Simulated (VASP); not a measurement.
# Ni3Bi (Pm-3m) in VASP: notebook

Runs on Ni3Bi. Level: PBE. Tasks: single point.

Program: VASP 6.6.1. These are calculated values, not measurements. Logs are shortened: lines on timing, memory, paths and dates and some standing lists are left out, and cuts for length are marked.

## Step 1: Starting point

Symmetry: Pm-3m, No. 221, cubic system. Conventional cell: a = 3.822 Å, b = 3.822 Å, c = 3.822 Å, α = 90.00°, β = 90.00°, γ = 90.00°. Around Ni (site symmetry 4/mmm) lie 8 Ni at 2.70 Å and 4 Bi at 2.70 Å. Bi (site symmetry m-3m) is surrounded by 12 Ni at 2.70 Å.

The cell comes from a database or a generator and needn't be the stable form of this composition.

## Step 2: Single point, PBE, collinear spin, typed start

Contents of INCAR:

```
ALGO = Normal
EDIFF = 1E-6
ENCUT = 520
GGA = PE
ISIF = 2
ISMEAR = 0
ISPIN = 2
LASPH = True
LCHARG = False
LMAXMIX = 4
LORBIT = 11
LREAL = False
LWAVE = False
MAGMOM = 2 2 2 0
NBANDS = 34
NELM = 150
PREC = Accurate
SIGMA = 0.1
```

Contents of KPOINTS:

```
k-points
0
Gamma
  4 4 4
```

Contents of POSCAR:

```
Ni3Bi
1.0
    3.8220070000      0.0000000000      0.0000000000
    0.0000000000      3.8220070000      0.0000000000
    0.0000000000      0.0000000000      3.8220070000
Ni Bi
3 1
Direct
    0.0000000000      0.5000000000      0.5000000000
    0.5000000000      0.0000000000      0.5000000000
    0.5000000000      0.5000000000      0.0000000000
    0.0000000000      0.0000000000      0.0000000000
```

Potentials or basis: VASP PAW PBE potentials, release 64 (Ni, Bi_d).

Started as:

```bash
$ cat potpaw_PBE.64/Ni/POTCAR potpaw_PBE.64/Bi_d/POTCAR > POTCAR
$ mpirun -np 1 vasp_std > vasp.out
```

OUTCAR:

```text
EDIFF = 1E-6
   ENCUT = 520
   GGA = PE
   ISIF = 2
   ISMEAR = 0
   ISPIN = 2
   LASPH = True
   LORBIT = 11
   LREAL = False
   NELM = 150
   PREC = Accurate

 ion  position               nearest neighbor table
   1  0.000  0.500  0.500-   2 2.70   3 2.70   4 2.70   3 2.70   4 2.70   2 2.70   4 2.70   4 2.70
                             2 2.70   3 2.70   3 2.70   2 2.70
   2  0.500  0.000  0.500-   1 2.70   3 2.70   4 2.70   3 2.70   4 2.70   1 2.70   3 2.70   3 2.70
                             1 2.70   4 2.70   4 2.70   1 2.70
   3  0.500  0.500  0.000-   1 2.70   2 2.70   4 2.70   1 2.70   2 2.70   2 2.70   4 2.70   2 2.70
                             1 2.70   4 2.70   1 2.70   4 2.70
   4  0.000  0.000  0.000-   1 2.70   2 2.70   3 2.70   1 2.70   2 2.70   1 2.70   3 2.70   1 2.70
                             2 2.70   3 2.70   2 2.70   3 2.70

  LATTYP: Found a simple cubic cell.
 ALAT       =     3.8220070000

  Lattice vectors:

 A1 = (   3.8220070000,   0.0000000000,   0.0000000000)
 A2 = (   0.0000000000,   3.8220070000,   0.0000000000)
 A3 = (   0.0000000000,   0.0000000000,   3.8220070000)

Analysis of symmetry for initial positions (statically):
=====================================================================
 Subroutine PRICEL returns:
 Original cell was already a primitive cell.

 Routine SETGRP: Setting up the symmetry group for a
 simple cubic supercell.

 Subroutine GETGRP returns: Found 48 space group operations
 (whereof 48 operations were pure point group operations)
 out of a pool of 48 trial point group operations.

The static configuration has the point symmetry O_h .

Analysis of symmetry for dynamics (positions and initial velocities):
=====================================================================
 Subroutine PRICEL returns:
 Original cell was already a primitive cell.

 Routine SETGRP: Setting up the symmetry group for a
 simple cubic supercell.

 Subroutine GETGRP returns: Found 48 space group operations
 (whereof 48 operations were pure point group operations)
 out of a pool of 48 trial point group operations.

The dynamic configuration has the point symmetry O_h .

Analysis of structural, dynamic, and magnetic symmetry:
=====================================================================
 Subroutine PRICEL returns:
 Original cell was already a primitive cell.

[... 121 lines left out ...]
   GGA     = PE    functional components
   LHFCALC =     F    Hartree Fock is set to
   AEXX    =    0.0000 exact exchange contribution
   IVDW    =     0    specifies the selected vdW correction
   LEPSILON=     F    determine dielectric tensor
   LRPA    =     F    only Hartree local field effects (RPA)
 spin polarized calculation
 Gauss-broadening in eV      SIGMA  =   0.10
  energy-cutoff  :      520.00
  volume of cell :       55.83
 maximum number of plane-waves:      1516
   NGX = 15   NGY = 15   NGZ = 15

 number of electron      45.0000080 magnetization       0.1274425

 Free energy of the ion-electron system (eV)
  ---------------------------------------------------
  ext. energy  EPLUGINS =         0.00000000
  ---------------------------------------------------
  free energy    TOTEN  =       -19.69998580 eV

  energy without entropy =      -19.67230752  energy(sigma->0) =      -19.68614666

 E-fermi :  10.5744     XC(G=0): -12.6429

 val. band max:       10.5293099437   @ k =   0.2500   0.2500   0.0000
 cond. band min:      10.5757852525   @ k =   0.5000   0.5000   0.0000
 fundamental gap:      0.0464753088
 Fermi energy:        10.5743815779

 spin component 1

 k-point     1 :       0.0000    0.0000    0.0000
  band No.  band energies     occupation
      1     -12.7911      1.00000
      2     -12.7911      1.00000
      3     -12.7302      1.00000
      4     -12.7302      1.00000
      5     -12.7302      1.00000
      6      -3.2942      1.00000
[... 359 lines left out ...]
     33      26.6184      0.00000
     34      26.6188      0.00000
 Fermi energy:        10.5743815779

 spin component 2

 k-point     1 :       0.0000    0.0000    0.0000
  band No.  band energies     occupation
      1     -12.7898      1.00000
      2     -12.7898      1.00000
      3     -12.7291      1.00000
      4     -12.7291      1.00000
      5     -12.7291      1.00000
      6      -3.2900      1.00000
[... 359 lines left out ...]
     33      26.6251      0.00000
     34      26.6275      0.00000

------------------------ aborting loop because EDIFF is reached ----------------------------------------

  FORCE on cell =-STRESS in cart. coord.  units (eV):
  Direction    XX          YY          ZZ          XY          YZ          ZX
  --------------------------------------------------------------------------------------
  -------------------------------------------------------------------------------------
  Total        0.5841254      0.5841254      0.5841254     -0.0000000     -0.0000000     -0.0000000
  in kB       16.7626327     16.7626327     16.7626327     -0.0000000     -0.0000000     -0.0000000
  external PRESSURE =      16.7626327 kB  Pullay stress =       0.0000000 kB

 VOLUME and BASIS-vectors are now :
 -----------------------------------------------------------------------------
  energy-cutoff  :      520.00
  volume of cell :       55.83
      direct lattice vectors                 reciprocal lattice vectors
     3.822007000  0.000000000  0.000000000     0.261642640  0.000000000  0.000000000
     0.000000000  3.822007000  0.000000000     0.000000000  0.261642640  0.000000000
     0.000000000  0.000000000  3.822007000     0.000000000  0.000000000  0.261642640

 POSITION                                       TOTAL-FORCE (eV/Angst)
 -----------------------------------------------------------------------------------
      0.00000      1.91100      1.91100         0.000000      0.000000      0.000000
      1.91100      0.00000      1.91100         0.000000      0.000000      0.000000
      1.91100      1.91100      0.00000         0.000000      0.000000      0.000000
      0.00000      0.00000      0.00000         0.000000      0.000000      0.000000
 -----------------------------------------------------------------------------------
    total drift:                                0.000000      0.000000      0.000000

  FREE ENERGIE OF THE ION-ELECTRON SYSTEM (eV)
  ---------------------------------------------------
  free  energy   TOTEN  =       -19.6999857967 eV

  energy  without entropy=      -19.6723075194  energy(sigma->0) =      -19.68614666

 total charge

# of ion       s       p       d       tot
------------------------------------------
    1        0.402   0.390   8.451   9.243
    2        0.402   0.390   8.451   9.243
    3        0.402   0.390   8.451   9.243
    4        1.408   1.535  10.033  12.976
--------------------------------------------------
tot          2.615   2.705  35.386  40.706

 magnetization (x)

# of ion       s       p       d       tot
------------------------------------------
    1       -0.000   0.000   0.041   0.041
    2       -0.000   0.000   0.041   0.041
    3       -0.000   0.000   0.041   0.041
    4        0.000   0.006  -0.001   0.005
--------------------------------------------------
tot         -0.000   0.006   0.122   0.128
```

stdout:

```text
POSCAR found type information on POSCAR NiBi
 POSCAR found :  2 types and       4 ions
 scaLAPACK will be used
 LDA part: xc-table for (Slater+PW92), standard interpolation
 POSCAR, INCAR and KPOINTS ok, starting setup
 FFT: planning ... GRIDC
 FFT: planning ... GRID_SOFT
 FFT: planning ... GRID
 WAVECAR not read
 entering main loop
```

Wall time 29 s (1 thread of Intel Xeon Platinum 8259CL at 2.50GHz (Skylake/Cascade Lake), shared host); peak memory 0.18 GiB.

Results:

```
Free energy                                           : -19.7000 eV
Pressure                                              : 1.7 GPa
Band gap on the k mesh                                : none (metal or under the smearing width)
Net moment                                            : 0.13 μB per cell
Site moments                                          : Ni +0.04; Bi +0.01 μB
Valence electrons inside the program's atomic spheres : Ni 9.24; Bi 12.98
```

Caveat: the k mesh is coarse (spacing up to 0.41 Å⁻¹), so the values aren't converged; the starting moments collapsed, and a magnetic state may lie lower; spin-orbit coupling is left out, which moves the levels of the heavy elements.

## Step 3: Single point, PBE, collinear spin, typed start

Contents of INCAR:

```
PREC = Accurate
ENCUT = 520
EDIFF = 1E-6
ISMEAR = 0
SIGMA = 0.1
LREAL = False
LASPH = True
NELM = 150
ALGO = Normal
ISIF = 2
LWAVE = False
LCHARG = False
ISPIN = 2
MAGMOM = 0.08 0.08 0.08 0.01
LORBIT = 11
LMAXMIX = 4
GGA = PE
NBANDS = 34
```

Contents of KPOINTS:

```
regular mesh
0
Gamma
  4 4 4
```

POSCAR is that of step 2.

Potentials or basis: VASP PAW PBE potentials, release 64 (Ni, Bi_d).

Started as:

```bash
$ cat potpaw_PBE.64/Ni/POTCAR potpaw_PBE.64/Bi_d/POTCAR > POTCAR
$ mpirun -np 1 vasp_std > vasp.out
```

OUTCAR:

```text
PREC = Accurate
   ENCUT = 520
   EDIFF = 1E-6
   ISMEAR = 0
   LREAL = False
   LASPH = True
   NELM = 150
   ISIF = 2
   ISPIN = 2
   LORBIT = 11
   GGA = PE

 ion  position               nearest neighbor table
   1  0.000  0.500  0.500-   2 2.70   3 2.70   4 2.70   3 2.70   4 2.70   2 2.70   4 2.70   4 2.70
                             2 2.70   3 2.70   3 2.70   2 2.70
   2  0.500  0.000  0.500-   1 2.70   3 2.70   4 2.70   3 2.70   4 2.70   1 2.70   3 2.70   3 2.70
                             1 2.70   4 2.70   4 2.70   1 2.70
   3  0.500  0.500  0.000-   1 2.70   2 2.70   4 2.70   1 2.70   2 2.70   2 2.70   4 2.70   2 2.70
                             1 2.70   4 2.70   1 2.70   4 2.70
   4  0.000  0.000  0.000-   1 2.70   2 2.70   3 2.70   1 2.70   2 2.70   1 2.70   3 2.70   1 2.70
                             2 2.70   3 2.70   2 2.70   3 2.70

  LATTYP: Found a simple cubic cell.
 ALAT       =     3.8220070000

  Lattice vectors:
[... 936 lines left out ...]

  FORCE on cell =-STRESS in cart. coord.  units (eV):
  Direction    XX          YY          ZZ          XY          YZ          ZX
  --------------------------------------------------------------------------------------
  -------------------------------------------------------------------------------------
  Total        0.5536436      0.5536436      0.5536436     -0.0000000     -0.0000000      0.0000000
  in kB       15.8878966     15.8878966     15.8878966     -0.0000000     -0.0000000      0.0000000
  external PRESSURE =      15.8878966 kB  Pullay stress =       0.0000000 kB

 VOLUME and BASIS-vectors are now :
 -----------------------------------------------------------------------------
  energy-cutoff  :      520.00
  volume of cell :       55.83
      direct lattice vectors                 reciprocal lattice vectors
     3.822007000  0.000000000  0.000000000     0.261642640  0.000000000  0.000000000
     0.000000000  3.822007000  0.000000000     0.000000000  0.261642640  0.000000000
     0.000000000  0.000000000  3.822007000     0.000000000  0.000000000  0.261642640

 POSITION                                       TOTAL-FORCE (eV/Angst)
 -----------------------------------------------------------------------------------
      0.00000      1.91100      1.91100         0.000000      0.000000      0.000000
      1.91100      0.00000      1.91100         0.000000      0.000000      0.000000
      1.91100      1.91100      0.00000         0.000000      0.000000      0.000000
      0.00000      0.00000      0.00000         0.000000      0.000000      0.000000
 -----------------------------------------------------------------------------------
    total drift:                                0.000000      0.000000      0.000000

  FREE ENERGIE OF THE ION-ELECTRON SYSTEM (eV)
  ---------------------------------------------------
  free  energy   TOTEN  =       -19.6999925371 eV

  energy  without entropy=      -19.6717634953  energy(sigma->0) =      -19.68587802

 total charge

# of ion       s       p       d       tot
------------------------------------------
    1        0.402   0.390   8.451   9.243
    2        0.402   0.390   8.451   9.243
    3        0.402   0.390   8.451   9.243
    4        1.408   1.535  10.033  12.976
--------------------------------------------------
tot          2.615   2.705  35.386  40.706

 magnetization (x)

# of ion       s       p       d       tot
------------------------------------------
    1       -0.000   0.000   0.028   0.028
    2       -0.000   0.000   0.028   0.028
    3       -0.000   0.000   0.028   0.028
    4       -0.000   0.004  -0.001   0.004
--------------------------------------------------
tot         -0.000   0.004   0.084   0.088
```

OSZICAR:

```text
N       E                     dE             d eps       ncg     rms          rms(c)
DAV:   1     0.380907889842E+03    0.38091E+03   -0.20055E+04  1376   0.185E+03
DAV:   2     0.138354322143E+02   -0.36707E+03   -0.35015E+03  1360   0.406E+02
DAV:   3    -0.204189342425E+02   -0.34254E+02   -0.33185E+02  1536   0.142E+02
DAV:   4    -0.214195652783E+02   -0.10006E+01   -0.99853E+00  1566   0.248E+01
DAV:   5    -0.214612648433E+02   -0.41700E-01   -0.41694E-01  1898   0.419E+00    0.123E+01
DAV:   6    -0.214703241876E+02   -0.90593E-02   -0.14516E+01  1564   0.517E+01    0.117E+01
DAV:   7    -0.197453913613E+02    0.17249E+01   -0.51986E+00  1566   0.308E+01    0.257E+00
DAV:   8    -0.197058716180E+02    0.39520E-01   -0.19233E-01  1578   0.302E+00    0.822E-01
DAV:   9    -0.197014048604E+02    0.44668E-02   -0.12389E-02  1726   0.122E+00    0.352E-01
DAV:  10    -0.196999882843E+02    0.14166E-02   -0.19408E-03  1982   0.463E-01    0.976E-02
DAV:  11    -0.196999939229E+02   -0.56386E-05   -0.22183E-04  1444   0.108E-01    0.327E-02
DAV:  12    -0.196999991496E+02   -0.52267E-05   -0.15043E-05  1948   0.415E-02    0.251E-02
DAV:  13    -0.196999932107E+02    0.59389E-05   -0.52501E-06  1594   0.303E-02    0.646E-03
DAV:  14    -0.196999925371E+02    0.67361E-06   -0.63672E-07   794   0.797E-03
   1 F= -.19699993E+02 E0= -.19685878E+02  d E =-.282290E-01  mag=     0.0865
```

Wall time 34 s (1 thread of Intel Xeon Platinum 8259CL at 2.50GHz (Skylake/Cascade Lake), shared host); peak memory 0.18 GiB.

Results:

- Free energy: -19.7000 eV
- Pressure: 1.6 GPa
- Band gap on the k mesh: none (metal or under the smearing width)
- Net moment: 0.09 μB per cell
- Site moments: Ni +0.03; Bi +0.00 μB
- Valence electrons inside the program's atomic spheres: Ni 9.24; Bi 12.98

Caveat: the k mesh is coarse (spacing up to 0.41 Å⁻¹), so the values aren't converged; spin-orbit coupling is left out, which moves the levels of the heavy elements.

## Step 4: Single point, PBE, collinear spin, typed start

Contents of INCAR:

```
SYSTEM = Ni3Bi
PREC = Accurate
ENCUT = 520
EDIFF = 1E-6
ISMEAR = 0
SIGMA = 0.1
LREAL = .FALSE.
LASPH = .TRUE.
NELM = 150
ALGO = Normal
ISIF = 2
LWAVE = .FALSE.
LCHARG = .TRUE.
ISPIN = 2
MAGMOM = 0.08 0.08 0.08 0.01
LORBIT = 11
LMAXMIX = 4
GGA = PE
LELF = .TRUE.
LVHAR = .TRUE.
NBANDS = 34
```

Contents of KPOINTS:

```
Automatic mesh
0
G
  4 4 4
  0 0 0
```

POSCAR is that of step 3.

Started as:

```bash
$ cat potpaw_PBE.64/Ni/POTCAR potpaw_PBE.64/Bi_d/POTCAR > POTCAR
$ mpirun -np 1 vasp_std > vasp.out
```

Run time: 33 s. Hardware: 1 thread of Intel Xeon Platinum 8259CL at 2.50GHz (Skylake/Cascade Lake), shared host; peak memory 0.18 GiB.

The run converged. Its results:

- Free energy: -19.7000 eV
- Pressure: 1.6 GPa
- Band gap on the k mesh: none (metal or under the smearing width)
- Net moment: 0.09 μB per cell
- Site moments: Ni +0.03; Bi +0.00 μB
- Valence electrons inside the program's atomic spheres: Ni 9.24; Bi 12.98

Levels at points of the mesh, in eV from the Fermi level:
Spin up:
```
           k point  band 19  band 20  band 21  band 22  band 23  band 24  band 25  band 26
(0.00, 0.00, 0.00)    -0.80    -0.80    -0.68    -0.35    -0.35    -0.35     1.23     5.11
(0.50, 0.00, 0.00)    -1.38    -1.24    -0.79    -0.35     2.08     2.20     2.20     4.54
(0.50, 0.50, 0.00)    -1.39    -1.31    -1.25    -1.04     0.01     0.01     4.18     4.49
(0.50, 0.50, 0.50)    -1.32    -1.32    -0.83    -0.64    -0.55    -0.55    -0.55     2.71
```
Spin down:
| k point | band 20 | band 21 | band 22 | band 23 | band 24 | band 25 |
| --- | --- | --- | --- | --- | --- | --- |
| (0.00, 0.00, 0.00) | -0.77 | -0.65 | -0.31 | -0.31 | -0.31 | 1.25 |
| (0.50, 0.00, 0.00) | -1.21 | -0.77 | -0.31 | 2.08 | 2.22 | 2.22 |
| (0.50, 0.50, 0.00) | -1.29 | -1.23 | -1.01 | 0.04 | 0.04 | 4.19 |
| (0.50, 0.50, 0.50) | -1.29 | -0.83 | -0.62 | -0.52 | -0.52 | -0.52 |

Caveat: the k mesh is coarse (spacing up to 0.41 Å⁻¹), so the values aren't converged; spin-orbit coupling is left out, which moves the levels of the heavy elements.
